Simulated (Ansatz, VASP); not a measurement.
## One calculation of MgCd3Se2, two programs

```
CELL_PARAMETERS angstrom
6.67200 0.00000 0.00000
-3.33600 5.77812 0.00000
0.00000 0.00000 3.68198
ATOMIC_POSITIONS crystal
Mg 0.00000 0.00000 0.00000
Cd 0.50000 0.00000 0.50000
Cd 0.50000 0.50000 0.50000
Cd 0.00000 0.50000 0.50000
Se 0.33333 0.66667 0.00000
Se 0.66667 0.33333 0.00000
```

Change from the starting cell: species swapped into the ErB2Ru3 type (P6/mmm, No. 191).

Alike in both runs: task single point; functional PBE; k mesh 3 × 3 × 6; occupations gaussian, width 0.1 eV; no spin polarisation.

|  | VASP | Ansatz |
| --- | --- | --- |
| version | VASP 6.6.1 | Ansatz 0.2.0 |
| potentials or method | VASP PAW PBE potentials, release 64 (Mg, Cd, Se) | scalar-relativistic, plane waves, PAW |
| plane-wave cutoff (eV) | 520 | 420 |
| valence electrons in the cell | 50 | 102 |

```tsv
	VASP	Ansatz	Ansatz less VASP
gap on the k mesh at the Fermi level (eV)	none	none	-
pressure (GPa)	11.5	11.1	-0.46
largest component of the traceless stress (GPa)	5.05	4.88	-0.167
```

A gap of «none» marks a metal or a gap that the smearing closes. The two sets of potentials don't hold the same shells in valence.

Caveats: the k mesh is coarse (spacing up to 0.36 Å⁻¹), so the values aren't converged.
